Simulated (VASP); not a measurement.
# BeP (I4mm) in VASP: notebook

The runs below take BeP through single point, with r2SCAN, revPBE.

Everything below comes from runs of VASP 6.6.1. Logs are shortened: lines on timing, memory, paths and dates and some standing lists are left out, and cuts for length are marked.

## (1) Starting point

The structure is tetragonal, space group I4mm (No. 107). Conventional cell: a = 3.247 Å, b = 3.247 Å, c = 5.054 Å, α = 90.00°, β = 90.00°, γ = 90.00°. Be (site symmetry 4mm) has 5 P at 2.16 to 2.32 Å as nearest neighbours. P (site symmetry 4mm) is surrounded by 5 Be at 2.16 to 2.32 Å.

The cell was built by a generator and needn't be a form met in nature.

## (2) Single point, r2SCAN

Contents of INCAR:

```
SYSTEM = BeP
  ALGO = Normal
  EDIFF = 1E-6
  ENCUT = 520
  ISIF = 2
  ISMEAR = -1
  LASPH = .TRUE.
  LCHARG = .FALSE.
  LMIXTAU = .TRUE.
  LREAL = .FALSE.
  LWAVE = .FALSE.
  METAGGA = R2SCAN
  NBANDS = 10
  NELM = 80
  PREC = Accurate
  SIGMA = 0.1
```

Contents of KPOINTS:

```
k-points
0
G
  7 7 7
  0 0 0
```

Contents of POSCAR:

```
BeP
1.0
    0.0000000000      3.2472470000      0.0000000000
    3.2472470000      0.0000000000      0.0000000000
    1.6236230000      1.6236230000     -2.5271900000
Be P
1 1
Direct
    0.0000000000      0.0000000000      0.0000000000
    0.4280000000      0.4280000000      0.1440000000
```

Potentials or basis: VASP PAW PBE potentials, release 64 (Be, P).

The run is started by

```sh
cat potpaw_PBE.64/Be/POTCAR potpaw_PBE.64/P/POTCAR > POTCAR
mpirun -np 1 vasp_std > vasp.out
```

OUTCAR:

```text
SYSTEM = BeP
   EDIFF = 1E-6
   ENCUT = 520
   ISIF = 2
   ISMEAR = -1
   LASPH = .TRUE.
   LREAL = .FALSE.
   METAGGA = R2SCAN
   NELM = 80
   PREC = Accurate

 ion  position               nearest neighbor table
   1  0.000  0.000  0.000-   2 2.16   2 2.32   2 2.32   2 2.32   2 2.32
   2  0.428  0.428  0.144-   1 2.16   1 2.32   1 2.32   1 2.32   1 2.32

  LATTYP: Found a body centered tetragonal cell.
 ALAT       =     3.2472470000
 C/A-ratio  =     1.5565123318

  Lattice vectors:

 A1 = (  -1.6236230000,   1.6236240000,   2.5271900000)
 A2 = (   1.6236240000,  -1.6236230000,   2.5271900000)
 A3 = (   1.6236230000,   1.6236230000,  -2.5271900000)

Analysis of symmetry for initial positions (statically):
=====================================================================
 Subroutine PRICEL returns:
 Original cell was already a primitive cell.

 Routine SETGRP: Setting up the symmetry group for a
 body centered tetragonal supercell.

 Subroutine GETGRP returns: Found  8 space group operations
 (whereof  8 operations were pure point group operations)
 out of a pool of 16 trial point group operations.

The static configuration has the point symmetry C_4v.

Analysis of symmetry for dynamics (positions and initial velocities):
=====================================================================
 Subroutine PRICEL returns:
 Original cell was already a primitive cell.

 Routine SETGRP: Setting up the symmetry group for a
 body centered tetragonal supercell.

 Subroutine GETGRP returns: Found  8 space group operations
 (whereof  8 operations were pure point group operations)
 out of a pool of 16 trial point group operations.

The dynamic configuration has the point symmetry C_4v.

 Subroutine INISYM returns: Found  8 space group operations
 (whereof  8 operations are pure point group operations),
 and found     1 'primitive' translations

----------------------------------------------------------------------------------------

                                     Primitive cell

  volume of cell :      26.6482

  direct lattice vectors                    reciprocal lattice vectors
     0.000000000  3.247247000  0.000000000     0.000000000  0.307953168  0.197848142
     3.247247000  0.000000000  0.000000000     0.307953168  0.000000000  0.197848142
     1.623623000  1.623623000 -2.527190000     0.000000000  0.000000000 -0.395696406

  length of vectors
     3.247247000  3.247247000  3.414526700     0.366031475  0.366031475  0.395696406

  position of ions in fractional coordinates (direct lattice)
     0.000000000  0.000000000  0.000000000
     0.428000000  0.428000000  0.144000000

  ion indices of the primitive-cell ions
[... 85 lines left out ...]
   PSTRESS=    0.0 pullay stress
   NELECT =       7.0000    total number of electrons
   NUPDOWN=      -1.0000    fix difference up-down
   EMIN   =  10.00;   EMAX   =-10.00  energy-range for DOS
   EFERMI =   0.00;   METHOD = LEGACY
   ISMEAR =    -1;   SIGMA  =   0.10  broadening in eV -4-tet -1-fermi 0-gaus
   EFERMI_NEDOS =   21; number of points for ismear=-14 and -15
   IALGO  =     38    algorithm
   IMIX   =      4    mixing-type and parameters
     AMIX     =   0.40;   BMIX     =  1.00
     AMIX_MAG =   1.60;   BMIX_MAG =  1.00
  volume/ion in A,a.u.               =      13.32        89.92
  Fermi-wavevector in a.u.,A,eV,Ry     =   1.048459  1.981300 14.956417  1.099266
  Thomas-Fermi vector in A             =   2.183381
   LORBIT       =      0    0 simple, 1 ext, 2 COOP (PROOUT), +10 PAW based schemes
   METAGGA = R2SCAN    functional components
   LHFCALC =     F    Hartree Fock is set to
   AEXX    =    0.0000 exact exchange contribution
   IVDW    =     0    specifies the selected vdW correction
   LEPSILON=     F    determine dielectric tensor
   LRPA    =     F    only Hartree local field effects (RPA)
 non-spin polarized calculation
  energy-cutoff  :      520.00
  volume of cell :       26.65
 maximum number of plane-waves:       733
   NGX = 13   NGY = 13   NGZ = 13

 number of electron       6.9999999 magnetization

 Free energy of the ion-electron system (eV)
  ---------------------------------------------------
  ext. energy  EPLUGINS =         0.00000000
  ---------------------------------------------------
  free energy    TOTEN  =       -12.83426188 eV

  energy without entropy =      -12.80464201  energy(sigma->0) =      -12.81945194

 E-fermi :   6.0888     XC(G=0): -10.8779

 val. band max:        6.0597253657   @ k =  -0.1429   0.1429   0.0000
 cond. band min:       6.1131456087   @ k =  -0.1429   0.0000   0.1429
 fundamental gap:      0.0534202430
 Fermi energy:         6.0888163489

 k-point     1 :       0.0000    0.0000    0.0000
  band No.  band energies     occupation
      1      -7.6713      2.00000
      2       7.3076      0.00001
      3       7.3076      0.00001
      4       7.6922      0.00000
      5      13.3023      0.00000
      6      14.1281      0.00000
      7      14.1281      0.00000
      8      14.2686      0.00000
      9      15.0238      0.00000
     10      18.9465      0.00000
[... 287 lines left out ...]
 k-point    24 :       0.4286    0.2857    0.1429
  band No.  band energies     occupation
      1      -4.1327      2.00000
      2       0.5612      2.00000
      3       3.1794      2.00000
      4       5.1054      1.99989
      5       9.3394      0.00000
      6      12.2829      0.00000
      7      14.8920      0.00000
      8      17.4985      0.00000
      9      19.8131      0.00000
     10      21.6061      0.00000

 [... further k-points ...]

------------------------ aborting loop because EDIFF is reached ----------------------------------------

  FORCE on cell =-STRESS in cart. coord.  units (eV):
  Direction    XX          YY          ZZ          XY          YZ          ZX
  --------------------------------------------------------------------------------------
  -------------------------------------------------------------------------------------
  Total       -0.9271804     -0.9271804     -0.0123451     -0.0000000     -0.0000000     -0.0000000
  in kB      -55.7450445    -55.7450445     -0.7422241     -0.0000000     -0.0000001     -0.0000001
  external PRESSURE =     -37.4107710 kB  Pullay stress =       0.0000000 kB

 VOLUME and BASIS-vectors are now :
 -----------------------------------------------------------------------------
  energy-cutoff  :      520.00
  volume of cell :       26.65
      direct lattice vectors                 reciprocal lattice vectors
     0.000000000  3.247247000  0.000000000     0.000000000  0.307953168  0.197848142
     3.247247000  0.000000000  0.000000000     0.307953168  0.000000000  0.197848142
     1.623623000  1.623623000 -2.527190000     0.000000000  0.000000000 -0.395696406

 POSITION                                       TOTAL-FORCE (eV/Angst)
 -----------------------------------------------------------------------------------
      0.00000      0.00000      0.00000        -0.000000     -0.000000     -0.062448
      1.62362      1.62362     -0.36392         0.000000      0.000000      0.062448
 -----------------------------------------------------------------------------------
    total drift:                                0.000008      0.000008      0.000011

  FREE ENERGIE OF THE ION-ELECTRON SYSTEM (eV)
  ---------------------------------------------------
  free  energy   TOTEN  =       -12.8342618780 eV

  energy  without entropy=      -12.8046420052  energy(sigma->0) =      -12.81945194
```

stdout:

```text
POSCAR found type information on POSCAR BeP
 POSCAR found :  2 types and       2 ions
 scaLAPACK will be used
 -----------------------------------------------------------------------------
|                                                                             |
|                                                                             |
|     You enforced a specific xc type in the INCAR file but a different       |
|     I HOPE YOU KNOW WHAT YOU ARE DOING!                                     |
|                                                                             |
 -----------------------------------------------------------------------------

 LDA part: xc-table for (None), standard interpolation
 POSCAR, INCAR and KPOINTS ok, starting setup
 FFT: planning ... GRIDC
 FFT: planning ... GRID_SOFT
 FFT: planning ... GRID
 WAVECAR not read
 entering main loop
```

Wall time 57 s (1 thread of Intel Xeon Platinum 8175M at 2.50GHz (Skylake/Cascade Lake), shared host); peak memory 0.15 GiB.

Results:

- Free energy: -12.8343 eV
- Pressure: -3.7 GPa
- Largest force: 0.062 eV/Å
- Band gap on the k mesh: none (metal or under the smearing width)

Forces in eV/Å, atoms in the order of the input:
```
Be   0.000  0.000 -0.062
P    0.000  0.000  0.062
```

Stress tensor (GPa, compression positive):
```
-5.57  0.00  0.00
 0.00 -5.57  0.00
 0.00  0.00 -0.07
```

Caveat: the PAW data sets were made with another functional, which shifts forces and pressure a little.

## (3) Single point, r2SCAN

Contents of INCAR:

```
ALGO = Normal
EDIFF = 1E-6
ENCUT = 520
ISIF = 2
ISMEAR = -1
LASPH = True
LCHARG = True
LELF = True
LMIXTAU = True
LREAL = False
LVHAR = True
LWAVE = False
METAGGA = R2SCAN
NBANDS = 10
NELM = 100
PREC = Accurate
SIGMA = 0.1
```

Contents of KPOINTS:

```
k-points
0
Gamma
  10 10 10
```

POSCAR is that of step 2.

Potentials or basis: VASP PAW PBE potentials, release 64 (Be, P).

The run is started by

```sh
cat potpaw_PBE.64/Be/POTCAR potpaw_PBE.64/P/POTCAR > POTCAR
mpirun -np 1 vasp_std > vasp.out
```

Run time: 2 min. Hardware: 1 thread of Intel Xeon Platinum 8175M at 2.50GHz (Skylake/Cascade Lake), shared host; peak memory 0.16 GiB.

It converged, with:

```yaml
Free_energy: -12.8461 eV
Pressure: -3.6 GPa
Largest_force: 0.114 eV/Å
Band_gap_on_the_k_mesh: none (metal or under the smearing width)
```

Forces in eV/Å, atoms in the order of the input:
```
Be   0.000  0.000 -0.114
P    0.000  0.000  0.114
```

Stress tensor (GPa, compression positive):
```
-5.31  0.00  0.00
 0.00 -5.31  0.00
 0.00  0.00 -0.12
```

Levels at points of the mesh, in eV from the Fermi level:
```csv
k point,band 2,band 3,band 4,band 5,band 6,band 7
"(0.00, 0.00, 0.00)",1.34,1.34,1.71,7.33,8.15,8.15
"(0.50, 0.00, 0.00)",-6.69,0.12,1.74,4.65,4.75,6.03
"(0.50, 0.50, 0.00)",-6.02,-2.77,-1.64,1.00,3.84,12.34
"(0.00, 0.00, 0.50)",-6.24,-1.52,-1.52,2.59,4.77,14.26
```

Caveat: the PAW data sets were made with another functional, which shifts forces and pressure a little.

## (4) Single point, revPBE

Contents of INCAR:

```
PREC = Accurate ; ENCUT = 520
EDIFF = 1E-6 ; ISMEAR = -1
SIGMA = 0.1 ; LREAL = F
LASPH = T ; NELM = 60
ALGO = Normal ; ISIF = 2
LWAVE = F ; LCHARG = T
GGA = RE ; LELF = T
LVHAR = T ; NBANDS = 10
```

Contents of KPOINTS:

```
Automatic mesh
0
Gamma
  7 7 7
```

POSCAR is that of step 3.

The run is started by

```sh
cat potpaw_PBE.64/Be/POTCAR potpaw_PBE.64/P/POTCAR > POTCAR
mpirun -np 1 vasp_std > vasp.out
```

It took 13 s on 1 thread of Intel Xeon Platinum 8175M at 2.50GHz (Skylake/Cascade Lake), shared host; peak memory 0.14 GiB.

It converged, with:

```
Free energy            : -8.2270 eV
Pressure               : -2.7 GPa
Largest force          : 0.177 eV/Å
Band gap on the k mesh : none (metal or under the smearing width)
```

Forces on the atoms (eV/Å):
```
Be   0.000  0.000 -0.177
P    0.000  0.000  0.177
```

Stress tensor (GPa, compression positive):
```
-4.16  0.00  0.00
 0.00 -4.16  0.00
 0.00  0.00  0.35
```

Levels at points of the mesh, in eV from the Fermi level:
| k point | band 1 | band 2 | band 3 | band 4 | band 5 | band 6 | band 7 | band 8 |
| --- | --- | --- | --- | --- | --- | --- | --- | --- |
| (0.00, 0.00, 0.00) | -13.05 | 1.14 | 1.14 | 1.53 | 6.54 | 7.55 | 7.55 | 7.77 |

Caveat: the PAW data sets were made with another functional, which shifts forces and pressure a little.

## (5) The runs side by side

```tsv
level	k mesh	gap on the mesh (eV)	pressure (GPa)	largest force (eV/Å)
r2SCAN	7 × 7 × 7	none	-3.7	0.06
r2SCAN	10 × 10 × 10	none	-3.6	0.11
revPBE	7 × 7 × 7	none	-2.7	0.18
```

Alike in all rows: task single point; potentials or basis VASP PAW PBE potentials, release 64 (Be, P); no spin polarisation; cell as given; cutoff (eV) 520; smearing fermi-dirac 0.1 eV.

Every run on the cell as given and a fine mesh finds a metal. The pressure there spans -3.7 GPa (r2SCAN) to -2.7 GPa (revPBE); a positive pressure means that this level wants a larger cell, a negative one a smaller.

Caveats: the PAW data sets were made with another functional, which shifts forces and pressure a little.

Total energies depend on the potentials used, so only differences within one code and one set of settings carry meaning.
